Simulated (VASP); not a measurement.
OSZICAR of a VASP run on HfO2 (space group P4_2/nmc):

**OSZICAR**
```
       N       E                     dE             d eps       ncg     rms          rms(c)
DAV:   1     0.241044026848E+03    0.24104E+03   -0.22341E+04  2372   0.139E+03
DAV:   2    -0.562597208881E+02   -0.29730E+03   -0.29111E+03  2976   0.365E+02
DAV:   3    -0.667752343495E+02   -0.10516E+02   -0.10504E+02  2870   0.698E+01
DAV:   4    -0.668560044202E+02   -0.80770E-01   -0.80746E-01  3022   0.672E+00
DAV:   5    -0.668567701112E+02   -0.76569E-03   -0.76558E-03  2904   0.583E-01    0.830E+01
DAV:   6    -0.546487789965E+02    0.12208E+02   -0.60187E+01  2666   0.466E+01    0.688E+01
DAV:   7    -0.544832221725E+02    0.16556E+00   -0.27300E+00  3110   0.110E+01    0.396E+01
DAV:   8    -0.544884476741E+02   -0.52255E-02   -0.31237E-01  2762   0.455E+00    0.728E+00
DAV:   9    -0.544676771151E+02    0.20771E-01   -0.90467E-02  2744   0.207E+00    0.287E+00
DAV:  10    -0.544672782479E+02    0.39887E-03   -0.88427E-03  2954   0.674E-01    0.233E-01
DAV:  11    -0.544673229289E+02   -0.44681E-04   -0.56537E-04  3078   0.162E-01    0.181E-01
DAV:  12    -0.544673450302E+02   -0.22101E-04   -0.38016E-05  2942   0.416E-02    0.142E-01
DAV:  13    -0.544673485700E+02   -0.35398E-05   -0.26384E-06  2740   0.128E-02    0.702E-03
DAV:  14    -0.544673490689E+02   -0.49892E-06   -0.35841E-07  1480   0.443E-03
   1 F= -.54467349E+02 E0= -.54467349E+02  d E =-.503712E-12
```

Problem. Which electronic solver shows in the log?

Solution. It is blocked Davidson (ALGO = Normal, or the opening steps of other solvers). The INCAR had ALGO = Normal.

Problem. Can the final energy be trusted as converged?

Solution. Self-consistency was reached. It stopped with EDIFF = 1E-6, NELM = 100 (PBE GGA + U (Dudarev), plane waves, VASP's PBE PAW potentials (set 64)).

The structure comes from a computed database's HfO2 entry; how it stands against other phases isn't given here. The cell was not relaxed at this level. The run is one of a series of settings (LDAU = .TRUE., LDAUJ = 0 0, LDAUL = 2 -1, LDAUTYPE = 2, LDAUU = 5.0 0 against the base run), some of them coarse on purpose.
